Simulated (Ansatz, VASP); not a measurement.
**KMgF3 in two plane-wave programs**

Wanted: the spread between two codes on one cell, functional and k mesh. The cell is taken from a series of runs on this material, whose earlier steps may have relaxed, scaled, displaced or heated it; both programs get it as it stands.

Method: plane waves, with VASP 6.6.1 beside it; zone-centre phonons at LDA, in Ansatz 0.2.0.

### 1. The structure

Symmetry: Pm-3m, No. 221, cubic system. Conventional cell: a = 3.906 Å, b = 3.906 Å, c = 3.906 Å, α = 90.00°, β = 90.00°, γ = 90.00°. Nearest to K lie 12 F at 2.76 Å. Nearest to Mg lie 6 F at 1.95 Å. Nearest to F lie 2 Mg at 1.95 Å and 4 K at 2.76 Å. Farther neighbours and most contacts between anions are not listed.

As a file:

```
K Mg F
1.0
     3.90644    0.00000    0.00000
     0.00000    3.90644    0.00000
     0.00000    0.00000    3.90644
K Mg F
1 1 3
Direct
  0.50000 0.50000 0.50000
  0.00000 0.00000 0.00000
  0.50000 0.00000 0.00000
  0.00000 0.50000 0.00000
  0.00000 0.00000 0.50000
```

### 2. VASP: zone-centre phonons, LDA

Second derivatives magnify differences that forces hide, and they need a tight electronic threshold.

Lines of VASP's logs that name or quote its potential files are left out, and so is its time.

File INCAR:

```
SYSTEM = KMgF3
PREC = Accurate
ENCUT = 600
EDIFF = 1E-08
NELM = 120
ISMEAR = 0
SIGMA = 0.01
LREAL = .FALSE.
ALGO = Normal
GGA = CA
NBANDS = 22
LORBIT = 11
LWAVE = .FALSE.
LCHARG = .FALSE.
ISIF = 2
IBRION = 8
LEPSILON = .TRUE.
LASPH = .TRUE.
GGA_COMPAT = .FALSE.
EFERMI = MIDGAP
KPAR = 2
```

File POSCAR:

```
KMgF3
1.0
    3.9064402200      0.0000000000      0.0000000000
    0.0000000000      3.9064402200      0.0000000000
    0.0000000000      0.0000000000      3.9064402200
K Mg F
1 1 3
Direct
    0.5000000000      0.5000000000      0.5000000000
    0.0000000000      0.0000000000      0.0000000000
    0.5000000000      0.0000000000      0.0000000000
    0.0000000000      0.5000000000      0.0000000000
    0.0000000000      0.0000000000      0.5000000000
```

File KPOINTS:

```
Automatic mesh
0
Gamma
6 6 6
0 0 0
```

PAW data sets: K_sv, Mg and F (LDA family, release 64).

Run with:

```sh
mpirun -np 2 vasp_std
```

Numbers of over 12 decimals in the logs are rounded to 6 here.

Output:

```text
[banner, memory and clock lines left out]
running    2 mpi-ranks, on    1 nodes
 distrk:  each k-point on    1 cores,    2 groups
 distr:  one band on    1 cores,    1 groups

 POSCAR found type information on POSCAR K MgF
 POSCAR found :  3 types and       5 ions
 LDA part: xc-table for (Slater(with rela. corr.)+CA(PZ))
 , standard interpolation
 POSCAR, INCAR and KPOINTS ok, starting setup
 FFT: planning ... GRIDC
 FFT: planning ... GRID_SOFT
 FFT: planning ... GRID
 WAVECAR not read
 entering main loop
       N       E                     dE             d eps       ncg     rms          rms(c)
DAV:   1     0.262460837475E+03    0.26246E+03   -0.19442E+04   904   0.159E+03
DAV:   2    -0.157563440278E+02   -0.27822E+03   -0.26524E+03  1104   0.400E+02
DAV:   3    -0.285262414029E+02   -0.12770E+02   -0.12709E+02  1130   0.829E+01
DAV:   4    -0.292614325435E+02   -0.73519E+00   -0.73389E+00  1430   0.126E+01
DAV:   5    -0.292640178555E+02   -0.25853E-02   -0.25851E-02  1086   0.810E-01    0.866E+00
DAV:   6    -0.272271987614E+02    0.20368E+01   -0.73041E+00   990   0.208E+01    0.413E+00
DAV:   7    -0.271753428568E+02    0.51856E-01   -0.23778E-01  1208   0.311E+00    0.271E+00
DAV:   8    -0.271402716907E+02    0.35071E-01   -0.74068E-02  1026   0.267E+00    0.378E-01
DAV:   9    -0.271384418650E+02    0.18298E-02   -0.16096E-02  1122   0.919E-01    0.112E-01
DAV:  10    -0.271385011363E+02   -0.59271E-04   -0.13875E-03  1138   0.238E-01    0.327E-02
DAV:  11    -0.271384990623E+02    0.20740E-05   -0.48809E-05  1000   0.602E-02    0.163E-02
DAV:  12    -0.271384968041E+02    0.22581E-05   -0.11827E-05  1100   0.279E-02    0.226E-03
DAV:  13    -0.271384968076E+02   -0.34870E-08   -0.31222E-07  1156   0.364E-03    0.802E-04
DAV:  14    -0.271384968037E+02    0.39722E-08   -0.23778E-08  1054   0.108E-03
   1 F= -.27138497E+02 E0= -.27138497E+02  d E =0.000000E+00
 Linear response reoptimize wavefunctions to high precision
DAV:   1    -0.271384968039E+02   -0.22465E-09   -0.18206E-09   796   0.293E-04
DAV:   2    -0.271384968040E+02   -0.11096E-09   -0.22297E-10   542   0.865E-05
DAV:   3    -0.271384968039E+02    0.90495E-10   -0.85463E-11   506   0.466E-05
 Linear response G [H, r] |phi>, progress :
  Direction:   1
       N       E                     dE             d eps       ncg     rms
RMM:   1    -0.105881387935E+03   -0.10588E+03    0.39508E+02  1703   0.110E+02
RMM:   2    -0.104741875221E+03    0.11395E+01   -0.73529E+00  1475   0.212E+01
RMM:   3    -0.105027248561E+03   -0.28537E+00   -0.13515E+00  1741   0.486E+00
RMM:   4    -0.105089249324E+03   -0.62001E-01   -0.28681E-01  1796   0.151E+00
RMM:   5    -0.105102781608E+03   -0.13532E-01   -0.68021E-02  1839   0.637E-01
RMM:   6    -0.105105494598E+03   -0.27130E-02   -0.19903E-02  1818   0.310E-01
RMM:   7    -0.105106267387E+03   -0.77279E-03   -0.55145E-03  1759   0.158E-01
RMM:   8    -0.105106558744E+03   -0.29136E-03   -0.10171E-02  1628   0.791E-02
RMM:   9    -0.105106620396E+03   -0.61653E-04   -0.11677E-03  1552   0.400E-02
RMM:  10    -0.105106640912E+03   -0.20516E-04    0.12477E-03  1459   0.208E-02
RMM:  11    -0.105106644331E+03   -0.34185E-05   -0.20562E-03  1439   0.114E-02
RMM:  12    -0.105106644055E+03    0.27577E-06    0.18648E-03  1403   0.727E-03
RMM:  13    -0.105106644533E+03   -0.47817E-06   -0.54124E-04  1414   0.516E-03
RMM:  14    -0.105106644041E+03    0.49216E-06   -0.11759E-03  1362   0.396E-03
RMM:  15    -0.105106643635E+03    0.40559E-06    0.16916E-04  1312   0.337E-03
RMM:  16    -0.105106643476E+03    0.15946E-06   -0.13915E-04  1255   0.305E-03
RMM:  17    -0.105106643427E+03    0.48691E-07   -0.34920E-04  1190   0.288E-03
RMM:  18    -0.105106643533E+03   -0.10590E-06   -0.11105E-04  1106   0.278E-03
RMM:  19    -0.105106643551E+03   -0.18029E-07    0.76086E-06  1024   0.273E-03
RMM:  20    -0.105106643766E+03   -0.21524E-06   -0.10352E-04   960   0.270E-03
 Linear response G [H, r] |phi>, progress :
  Direction:   2
       N       E                     dE             d eps       ncg     rms
RMM:   1    -0.108844691100E+03   -0.10884E+03    0.38787E+02  1653   0.112E+02
RMM:   2    -0.109081109125E+03   -0.23642E+00   -0.77310E+00  1404   0.224E+01
RMM:   3    -0.109403987426E+03   -0.32288E+00   -0.13904E+00  1771   0.534E+00
RMM:   4    -0.109469579554E+03   -0.65592E-01   -0.30326E-01  1857   0.163E+00
RMM:   5    -0.109483714511E+03   -0.14135E-01   -0.67953E-02  1906   0.677E-01
RMM:   6    -0.109486587505E+03   -0.28730E-02   -0.16173E-02  1881   0.314E-01
RMM:   7    -0.109487316184E+03   -0.72868E-03   -0.47828E-03  1859   0.155E-01
RMM:   8    -0.109487491034E+03   -0.17485E-03    0.28747E-04  1766   0.789E-02
RMM:   9    -0.109487531633E+03   -0.40599E-04   -0.17073E-03  1655   0.407E-02
RMM:  10    -0.109487543798E+03   -0.12166E-04    0.63774E-05  1579   0.218E-02
RMM:  11    -0.109487547089E+03   -0.32909E-05   -0.97140E-05  1576   0.129E-02
[...]
RMM:  11    -0.199976456592E+00   -0.34352E-06   -0.52874E-07  3432   0.130E-03    0.695E-05
RMM:  12    -0.199976046838E+00    0.40975E-06   -0.17945E-07  3131   0.673E-04    0.121E-04
RMM:  13    -0.199976214355E+00   -0.16752E-06    0.22630E-08  2854   0.395E-04    0.771E-05
RMM:  14    -0.199976438782E+00   -0.22443E-06    0.57457E-09  2922   0.262E-04    0.809E-06
[...]
RMM:  12    -0.199976044328E+00    0.38602E-06   -0.13957E-07  3091   0.666E-04    0.127E-04
RMM:  13    -0.199976203675E+00   -0.15935E-06   -0.30312E-08  2806   0.392E-04    0.851E-05
RMM:  14    -0.199976450986E+00   -0.24731E-06   -0.23809E-08  2960   0.264E-04    0.122E-05
RMM:  15    -0.199976478211E+00   -0.27225E-07   -0.42155E-08  2290   0.188E-04    0.660E-06
 change of polarisation eV/A/(eV/A) component  3 :    -0.023    -0.034     0.375
 dielectric tensor                  component  3 :    -0.070    -0.103     2.137
 Linear response DOF=           4
 Linear response progress:
  Degree of freedom:   1/  4
       N       E                     dE             d eps       ncg     rms          rms(c)
RMM:   1    -0.303864257953E+00   -0.30386E+00    0.16492E-01  2988   0.290E+00
RMM:   2    -0.305566134055E+00   -0.17019E-02   -0.27561E-02  2860   0.702E-01    0.451E-02
RMM:   4    -0.307237323429E+00   -0.23732E-03   -0.47074E-04  3516   0.635E-02    0.250E-02
RMM:   5    -0.307263374817E+00   -0.26051E-04   -0.84087E-05  3342   0.364E-02    0.213E-03
RMM:   6    -0.307273271840E+00   -0.98970E-05   -0.24370E-05  3529   0.132E-02    0.395E-03
RMM:   7    -0.307269250022E+00    0.40218E-05   -0.26320E-06  3530   0.549E-03    0.112E-03
RMM:   8    -0.307264590941E+00    0.46591E-05    0.39547E-07  3669   0.234E-03    0.458E-04
RMM:   9    -0.307264492704E+00    0.98237E-07   -0.10291E-08  3656   0.118E-03    0.445E-04
RMM:  10    -0.307263408277E+00    0.10844E-05   -0.50755E-07  3695   0.514E-04    0.220E-04
RMM:  11    -0.307262719259E+00    0.68902E-06    0.50240E-07  3662   0.298E-04    0.149E-05
RMM:  12    -0.307262790158E+00   -0.70899E-07    0.12721E-07  3751   0.161E-04    0.198E-05
RMM:  13    -0.307262737569E+00    0.52589E-07   -0.44193E-08  3671   0.103E-04    0.123E-05
RMM:  14    -0.307262696270E+00    0.41300E-07    0.17518E-08  3517   0.779E-05    0.511E-06
RMM:  15    -0.307262671504E+00    0.24766E-07   -0.10259E-07  3305   0.668E-05    0.766E-07
RMM:  16    -0.307262670028E+00    0.14755E-08    0.33142E-08  2918   0.616E-05    0.155E-06
 first order change of Fermi-energy  -0.11097E-03
 force on displaced ion       1 direction 1 :  -2.605  -0.000   0.000
 Born effective charge ion    1 direction 1 :   1.189   0.000   0.000
 Linear response progress:
  Degree of freedom:   2/  4
       N       E                     dE             d eps       ncg     rms          rms(c)
RMM:   1    -0.317032386236E-02   -0.31703E-02    0.13065E-02  3262   0.597E-01
RMM:   2    -0.313550014467E-02    0.34824E-04   -0.13994E-04  2970   0.797E-02    0.440E-02
RMM:   3    -0.309154098091E-02    0.43959E-04   -0.33531E-05  3098   0.308E-02    0.249E-02
RMM:   4    -0.307684376648E-02    0.14697E-04   -0.38339E-05  3078   0.313E-02    0.333E-03
RMM:   5    -0.307136155518E-02    0.54822E-05   -0.10990E-06  3303   0.589E-03    0.653E-04
RMM:   6    -0.307022955396E-02    0.11320E-05   -0.15042E-07  3398   0.161E-03    0.360E-04
RMM:   7    -0.306975681445E-02    0.47274E-06   -0.36987E-08  3477   0.714E-04    0.748E-05
RMM:   8    -0.306974647219E-02    0.10342E-07   -0.21141E-08  3552   0.253E-04    0.415E-05
RMM:   9    -0.306973974847E-02    0.67237E-08   -0.39910E-09  3569   0.122E-04    0.165E-05
 first order change of Fermi-energy   0.35508E-05
 force on displaced ion       2 direction 1 : -11.237  -0.000  -0.000
 Born effective charge ion    2 direction 1 :   1.976   0.000   0.000
 Linear response progress:
  Degree of freedom:   3/  4
       N       E                     dE             d eps       ncg     rms          rms(c)
RMM:   1    -0.528038334206E+00   -0.52804E+00    0.75775E-01  2942   0.384E+00
RMM:   3    -0.528292363460E+00   -0.14724E-02   -0.12222E-03  2736   0.168E-01    0.595E-02
RMM:   4    -0.530231515071E+00   -0.19392E-02   -0.66806E-04  2753   0.130E-01    0.119E-02
RMM:   5    -0.530173198362E+00    0.58317E-04   -0.63179E-05  3238   0.294E-02    0.486E-03
RMM:   6    -0.530141929152E+00    0.31269E-04   -0.12725E-05  3316   0.111E-02    0.797E-04
RMM:   7    -0.530160076790E+00   -0.18148E-04   -0.25681E-06  3328   0.457E-03    0.265E-04
RMM:   8    -0.530156985735E+00    0.30911E-05   -0.59428E-07  3555   0.202E-03    0.117E-04
RMM:   9    -0.530155971308E+00    0.10144E-05   -0.47829E-07  3612   0.944E-04    0.395E-05
RMM:  10    -0.530156429962E+00   -0.45865E-06    0.47592E-08  3569   0.483E-04    0.188E-05
RMM:  11    -0.530156492387E+00   -0.62424E-07   -0.13763E-07  3711   0.281E-04    0.148E-05
RMM:  12    -0.530156522618E+00   -0.30232E-07   -0.53004E-08  3511   0.186E-04    0.256E-06
RMM:  13    -0.530156556645E+00   -0.34026E-07   -0.12024E-08  3421   0.141E-04    0.115E-06
RMM:  14    -0.530156556185E+00    0.45932E-09   -0.58675E-08  2940   0.122E-04    0.159E-06
 first order change of Fermi-energy   0.38415E-04
 force on displaced ion       3 direction 1 : -13.118   0.000  -0.000
 Born effective charge ion    3 direction 1 :  -1.224   0.000   0.000
 Linear response progress:
  Degree of freedom:   4/  4
       N       E                     dE             d eps       ncg     rms          rms(c)
RMM:   1    -0.526440105378E+00   -0.52644E+00    0.58757E-01  4864   0.381E+00
RMM:   2    -0.525182071917E+00    0.12580E-02   -0.44388E-03  4398   0.501E-01    0.845E-02
RMM:   3    -0.526470650429E+00   -0.12886E-02   -0.64270E-04  4610   0.139E-01    0.444E-02
RMM:   4    -0.528056348028E+00   -0.15857E-02   -0.33155E-04  4442   0.991E-02    0.937E-03
RMM:   5    -0.528104451084E+00   -0.48103E-04   -0.43674E-05  5508   0.264E-02    0.333E-03
RMM:   6    -0.528073466710E+00    0.30984E-04   -0.78987E-06  5596   0.879E-03    0.110E-03
RMM:   7    -0.528078483903E+00   -0.50172E-05   -0.16422E-06  5695   0.369E-03    0.472E-04
RMM:   8    -0.528075121266E+00    0.33626E-05   -0.37044E-07  5791   0.163E-03    0.279E-04
RMM:   9    -0.528076569320E+00   -0.14481E-05   -0.11807E-07  5663   0.812E-04    0.531E-05
RMM:  10    -0.528076122426E+00    0.44689E-06   -0.15288E-07  5783   0.439E-04    0.447E-05
RMM:  11    -0.528076206010E+00   -0.83584E-07   -0.18394E-07  6141   0.265E-04    0.820E-06
RMM:  12    -0.528076291054E+00   -0.85044E-07   -0.33199E-08  5960   0.178E-04    0.614E-06
RMM:  13    -0.528076288839E+00    0.22147E-08   -0.46266E-08  5685   0.141E-04    0.596E-06
 first order change of Fermi-energy   0.14886E-03
 force on displaced ion       3 direction 2 :   0.000  -2.835   0.000
 Born effective charge ion    3 direction 2 :   0.000  -0.971   0.000
 Born effective charges drift removed
 Linear response finished
```

(Part 1 of 3 ends here.)

[Lines on the potential files, build, host, timing and source positions are cut from VASP's logs without a mark.]

[Logs are printed without paths, hosts, clocks, repeated set-up lines and the standing remarks that a program may print on its own settings, such as how far it seeks lower states.]

[Hosts, paths, dates, database ids (printed as entryN), source tags and the programs' standing remarks are cut or masked in the printed files.]
